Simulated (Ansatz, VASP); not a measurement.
# HfMo (HfMo in the B2 ordering): VASP beside Ansatz

One calculation is typed for both programs; each brings its own data sets. How far apart do they land? The cell is generated by rule, not measured, and may not be a known phase. The cell is taken from a series of runs on this material, whose earlier steps may have relaxed, scaled, displaced or heated it; both programs get it as it stands.

Main program and level: Ansatz 0.2.0; plane waves, with VASP 6.6.1 beside it; zone-centre phonons at PBE.

The structure was built from a prototype and need not be the compound's stable phase.

## Step 1: Starting point

The structure is cubic, space group Pm-3m (No. 221). The conventional cell has a = 3.324 Å, b = 3.324 Å, c = 3.324 Å, α = 90.00°, β = 90.00°, γ = 90.00°. Nearest to Hf lie 8 Mo at 2.88 Å. Nearest to Mo lie 8 Hf at 2.88 Å. Farther neighbours are not listed.

## Step 2: VASP: zone-centre phonons, PBE

Second derivatives magnify differences that forces hide, and they need a tight electronic threshold.

Lines of VASP's logs that name or quote its potential files are left out, and so is its time.

File INCAR:

```
SYSTEM = HfMo
PREC = Accurate
ENCUT = 500
EDIFF = 1E-08
NELM = 120
ISMEAR = 1
SIGMA = 0.2
LREAL = .FALSE.
ALGO = Normal
GGA = PE
NBANDS = 18
LASPH = .TRUE.
LORBIT = 11
LWAVE = .FALSE.
LCHARG = .FALSE.
ISIF = 2
IBRION = 8
GGA_COMPAT = .FALSE.
KPAR = 2
```

File POSCAR:

```
HfMo
1.0
    3.3239872725      0.0000000000      0.0000000000
    0.0000000000      3.3239872725      0.0000000000
    0.0000000000      0.0000000000      3.3239872725
Hf Mo
1 1
Direct
    0.0000000000      0.0000000000      0.0000000000
    0.5000000000      0.5000000000      0.5000000000
```

File KPOINTS:

```
Automatic mesh
0
Gamma
6 6 6
0 0 0
```

The projector-augmented-wave data sets are Hf_pv and Mo_sv (PBE family, release 64).

On the command line:

```
$ mpirun -np 2 vasp_std
```

Numbers of over 12 decimals in the logs are rounded to 6 here.

Output:

```text
[banner, memory and clock lines left out]
running    2 mpi-ranks, on    1 nodes
 distrk:  each k-point on    1 cores,    2 groups
 distr:  one band on    1 cores,    1 groups

 POSCAR found type information on POSCAR HfMo
 POSCAR found :  2 types and       2 ions
 LDA part: xc-table for (Slater+PW92), standard interpolation
 POSCAR, INCAR and KPOINTS ok, starting setup
 FFT: planning ... GRIDC
 FFT: planning ... GRID_SOFT
 FFT: planning ... GRID
 WAVECAR not read
 entering main loop
       N       E                     dE             d eps       ncg     rms          rms(c)
DAV:   1     0.165613744279E+03    0.16561E+03   -0.14174E+04   720   0.128E+03
DAV:   2    -0.179947166739E+02   -0.18361E+03   -0.18115E+03   898   0.367E+02
DAV:   3    -0.215958593415E+02   -0.36011E+01   -0.35526E+01   854   0.453E+01
DAV:   4    -0.216250524641E+02   -0.29193E-01   -0.29116E-01   904   0.417E+00
DAV:   5    -0.216254354419E+02   -0.38298E-03   -0.38270E-03   812   0.349E-01    0.560E+01
DAV:   6    -0.210279513987E+02    0.59748E+00   -0.23531E+00   784   0.104E+01    0.288E+01
DAV:   7    -0.211221124292E+02   -0.94161E-01   -0.35710E+00   780   0.802E+00    0.134E+01
DAV:   8    -0.208191843320E+02    0.30293E+00   -0.16516E+00   762   0.689E+00    0.240E+00
DAV:   9    -0.208167377034E+02    0.24466E-02   -0.38465E-02   806   0.154E+00    0.130E+00
DAV:  10    -0.208166472734E+02    0.90430E-04   -0.68958E-04   878   0.190E-01    0.291E-01
DAV:  11    -0.208166600192E+02   -0.12746E-04   -0.42181E-05   794   0.535E-02    0.453E-02
DAV:  12    -0.208166577532E+02    0.22659E-05   -0.12646E-05   766   0.274E-02    0.151E-02
DAV:  13    -0.208166578765E+02   -0.12328E-06   -0.28377E-07   882   0.396E-03    0.560E-03
DAV:  14    -0.208166577952E+02    0.81298E-07   -0.10010E-08   560   0.734E-04    0.245E-03
DAV:  15    -0.208166577916E+02    0.36284E-08   -0.57601E-09   418   0.523E-04
   1 F= -.20816658E+02 E0= -.20816350E+02  d E =-.923842E-03
 Linear response reoptimize wavefunctions to high precision
DAV:   1    -0.208166577922E+02   -0.58481E-09   -0.45531E-10   492   0.187E-04
DAV:   2    -0.208166577922E+02    0.22737E-10   -0.54532E-11   398   0.632E-05
 Linear response DOF=           2
 Linear response progress:
  Degree of freedom:   1/  2
       N       E                     dE             d eps       ncg     rms          rms(c)
RMM:   1    -0.214655535455E+00   -0.21466E+00    0.43809E+00  1719   0.103E+01
RMM:   2    -0.218420547661E+00   -0.37650E-02   -0.38643E-02  2110   0.103E+00    0.537E-01
RMM:   3    -0.217986119086E+00    0.43443E-03   -0.29343E-03  2427   0.184E-01    0.142E-01
RMM:   4    -0.217640557500E+00    0.34556E-03   -0.35892E-04  2787   0.660E-02    0.157E-01
RMM:   5    -0.217312759501E+00    0.32780E-03   -0.38701E-05  2682   0.374E-02    0.222E-02
RMM:   6    -0.217220557642E+00    0.92202E-04   -0.25039E-06  2780   0.149E-02    0.170E-02
RMM:   7    -0.217205784877E+00    0.14773E-04    0.21015E-05  2743   0.519E-03    0.121E-02
RMM:   8    -0.217197880770E+00    0.79041E-05    0.11989E-05  2603   0.318E-03    0.669E-03
RMM:   9    -0.217197630598E+00    0.25017E-06   -0.20358E-05  2956   0.115E-03    0.366E-03
RMM:  10    -0.217198190511E+00   -0.55991E-06   -0.10816E-05  2935   0.475E-04    0.138E-04
RMM:  11    -0.217198286299E+00   -0.95788E-07   -0.81451E-06  2819   0.302E-04    0.910E-04
RMM:  12    -0.217198263584E+00    0.22715E-07   -0.45238E-06  3026   0.180E-04    0.102E-04
RMM:  13    -0.217198294599E+00   -0.31015E-07   -0.28045E-06  2961   0.128E-04    0.564E-05
RMM:  14    -0.217198317847E+00   -0.23248E-07   -0.15186E-06  2862   0.105E-04    0.419E-05
[...]
RMM:  18    -0.217198331772E+00   -0.22218E-08   -0.35181E-07  1894   0.813E-05    0.161E-06
RMM:  19    -0.217198332499E+00   -0.72704E-09   -0.29848E-07  1763   0.803E-05    0.332E-07
RMM:  20    -0.217198332642E+00   -0.14324E-09   -0.24988E-07  1711   0.799E-05    0.713E-07
RMM:  21    -0.217198333112E+00   -0.46980E-09   -0.24637E-07  1654   0.796E-05    0.186E-07
RMM:  22    -0.217198332961E+00    0.15087E-09   -0.22688E-07  1581   0.794E-05    0.312E-07
RMM:  23    -0.217198333167E+00   -0.20570E-09   -0.22614E-07  1511   0.794E-05    0.213E-07
RMM:  24    -0.217198333302E+00   -0.13493E-09   -0.20898E-07  1499   0.793E-05    0.242E-07
RMM:  25    -0.217198333161E+00    0.14079E-09   -0.21825E-07  1441   0.793E-05    0.590E-08
 first order change of Fermi-energy  -0.90343E-03
 force on displaced ion       1 direction 1 :  -7.129  -0.000   0.000
 Linear response progress:
  Degree of freedom:   2/  2
       N       E                     dE             d eps       ncg     rms          rms(c)
RMM:   1    -0.786751773533E+00   -0.78675E+00    0.41862E+00  1729   0.193E+01
RMM:   2    -0.590962614170E+00    0.19579E+00   -0.28769E-01  2151   0.325E+00    0.252E-01
RMM:   3    -0.590402211272E+00    0.56040E-03   -0.58356E-03  2488   0.465E-01    0.153E-01
RMM:   4    -0.589614650294E+00    0.78756E-03   -0.56801E-04  2632   0.156E-01    0.448E-02
RMM:   5    -0.589472921885E+00    0.14173E-03   -0.10079E-04  2822   0.466E-02    0.191E-02
RMM:   6    -0.589479342919E+00   -0.64210E-05   -0.24202E-05  2589   0.194E-02    0.988E-03
RMM:   7    -0.589483782651E+00   -0.44397E-05   -0.57802E-06  2649   0.999E-03    0.484E-03
RMM:   8    -0.589487754098E+00   -0.39714E-05   -0.30155E-08  2832   0.437E-03    0.707E-04
RMM:   9    -0.589486213309E+00    0.15408E-05   -0.26622E-06  2792   0.193E-03    0.635E-04
RMM:  10    -0.589487261567E+00   -0.10483E-05    0.58830E-07  2833   0.969E-04    0.432E-04
RMM:  11    -0.589490408860E+00   -0.31473E-05   -0.53667E-07  2566   0.775E-04    0.566E-04
RMM:  12    -0.589488512012E+00    0.18968E-05   -0.10199E-08  2531   0.478E-04    0.203E-04
RMM:  13    -0.589489064412E+00   -0.55240E-06   -0.23498E-07  2685   0.276E-04    0.146E-05
RMM:  14    -0.589489088198E+00   -0.23785E-07   -0.10428E-07  2937   0.193E-04    0.214E-05
RMM:  15    -0.589489039776E+00    0.48422E-07   -0.13371E-07  2825   0.155E-04    0.390E-05
RMM:  16    -0.589489178017E+00   -0.13824E-06   -0.54411E-08  2709   0.141E-04    0.170E-05
RMM:  17    -0.589489119814E+00    0.58203E-07   -0.74339E-08  2604   0.125E-04    0.133E-05
RMM:  18    -0.589489123062E+00   -0.32482E-08   -0.33936E-08  2344   0.116E-04    0.113E-05
 first order change of Fermi-energy   0.12214E-02
 force on displaced ion       2 direction 1 :  -7.143  -0.000   0.000
 Linear response finished
```

OUTCAR, selected parts (step 2):

```text
ion  position               nearest neighbor table
   1  0.000  0.000  0.000-   2 2.88   2 2.88   2 2.88   2 2.88   2 2.88   2 2.88   2 2.88   2 2.88

  LATTYP: Found a simple cubic cell.
 ALAT       =     3.3239872725

 Subroutine GETGRP returns: Found 48 space group operations
 (whereof 48 operations were pure point group operations)

The static configuration has the point symmetry O_h .

 Found     20 irreducible k-points:

   k-points           NKPTS =     20   k-points in BZ     NKDIM =     20   number of bands    NBANDS=     18

   dimension x,y,z NGX =    24 NGY =   24 NGZ =   24
   dimension x,y,z NGXF=    48 NGYF=   48 NGZF=   48

   ENCUT  =  500.0 eV  36.75 Ry    6.06 a.u.   6.06  6.06  6.06*2*pi/ulx,y,z

   NELECT =      24.0000    total number of electrons

 k-points in reciprocal lattice and weights: Automatic mesh
   0.00000000  0.00000000  0.00000000       0.005
   0.16666667  0.00000000  0.00000000       0.028
   0.33333333  0.00000000  0.00000000       0.028
   0.50000000  0.00000000  0.00000000       0.014
   0.16666667  0.16666667  0.00000000       0.056
   0.33333333  0.16666667  0.00000000       0.111
   0.50000000  0.16666667  0.00000000       0.056
   0.33333333  0.33333333  0.00000000       0.056
   0.50000000  0.33333333  0.00000000       0.056
[...]
0.50000000  0.50000000  0.33333333       0.028
   0.50000000  0.50000000  0.50000000       0.005

 average (electrostatic) potential at core
       1 -33.6359       2 -73.0955

  Total       -0.1683937     -0.1683937     -0.1683937      0.0000000      0.0000000      0.0000000
  in kB       -7.3461251     -7.3461251     -7.3461251      0.0000000      0.0000000      0.0000000
  external PRESSURE =      -7.3461251 kB  Pullay stress =       0.0000000 kB

  energy-cutoff  :      500.00
  volume of cell :       36.73
      direct lattice vectors                 reciprocal lattice vectors
     3.323987273  0.000000000  0.000000000     0.300843511  0.000000000  0.000000000
     0.000000000  3.323987273  0.000000000     0.000000000  0.300843511  0.000000000
     0.000000000  0.000000000  3.323987273     0.000000000  0.000000000  0.300843511

 POSITION                                       TOTAL-FORCE (eV/Angst)
 -----------------------------------------------------------------------------------
      0.00000      0.00000      0.00000         0.000000      0.000000      0.000000
      1.66199      1.66199      1.66199         0.000000      0.000000      0.000000
 -----------------------------------------------------------------------------------
    total drift:                                0.000000      0.000000     -0.000000

 Eigenvectors and eigenvalues of the dynamical matrix
 ----------------------------------------------------

   1 f  =    5.287505 THz    33.222374 2PiTHz  176.372186 cm-1    21.867354 meV
             X         Y         Z           dx          dy          dz
      0.000000  0.000000  0.000000    -0.590904   -0.000000    0.000000
      1.661994  1.661994  1.661994     0.806742    0.000000   -0.000000

   2 f  =    5.287505 THz    33.222374 2PiTHz  176.372186 cm-1    21.867354 meV
             X         Y         Z           dx          dy          dz
      0.000000  0.000000  0.000000     0.000000   -0.590904    0.000000
      1.661994  1.661994  1.661994    -0.000000    0.806742    0.000000

   3 f  =    5.287505 THz    33.222374 2PiTHz  176.372186 cm-1    21.867354 meV
             X         Y         Z           dx          dy          dz
      0.000000  0.000000  0.000000    -0.000000   -0.000000   -0.590904
      1.661994  1.661994  1.661994    -0.000000   -0.000000    0.806742

   4 f/i=    0.002386 THz     0.014992 2PiTHz    0.079588 cm-1     0.009868 meV
             X         Y         Z           dx          dy          dz
      0.000000  0.000000  0.000000     0.231941   -0.737905    0.229198
      1.661994  1.661994  1.661994     0.169887   -0.540484    0.167878

   5 f/i=    0.002386 THz     0.014992 2PiTHz    0.079588 cm-1     0.009868 meV
             X         Y         Z           dx          dy          dz
      0.000000  0.000000  0.000000     0.745942    0.151428   -0.267343
      1.661994  1.661994  1.661994     0.546370    0.110915   -0.195817

   6 f/i=    0.002386 THz     0.014992 2PiTHz    0.079588 cm-1     0.009868 meV
             X         Y         Z           dx          dy          dz
      0.000000  0.000000  0.000000    -0.201510   -0.288787   -0.725830
      1.661994  1.661994  1.661994    -0.147598   -0.211524   -0.531639

 ELASTIC MODULI CONTR FROM IONIC RELAXATION (kBar)
 Direction    XX          YY          ZZ          XY          YZ          ZX
 --------------------------------------------------------------------------------
 XX           0.0000      0.0000      0.0000      0.0000      0.0000      0.0000
 YY           0.0000      0.0000      0.0000      0.0000      0.0000      0.0000
 ZZ           0.0000      0.0000      0.0000      0.0000      0.0000      0.0000
 XY           0.0000      0.0000      0.0000      0.0000      0.0000      0.0000
 YZ           0.0000      0.0000      0.0000      0.0000      0.0000      0.0000
 ZX           0.0000      0.0000      0.0000      0.0000      0.0000      0.0000
 --------------------------------------------------------------------------------
```

[end of part 1 of 2]

[Lines on the potential files, build, host, timing and source positions are cut from VASP's logs without a mark.]

[Logs are printed without paths, hosts, clocks, repeated set-up lines and the standing remarks that a program may print on its own settings, such as how far it seeks lower states.]

[Hosts, paths, dates, database ids (printed as entryN), source tags and the programs' standing remarks are cut or masked in the printed files.]
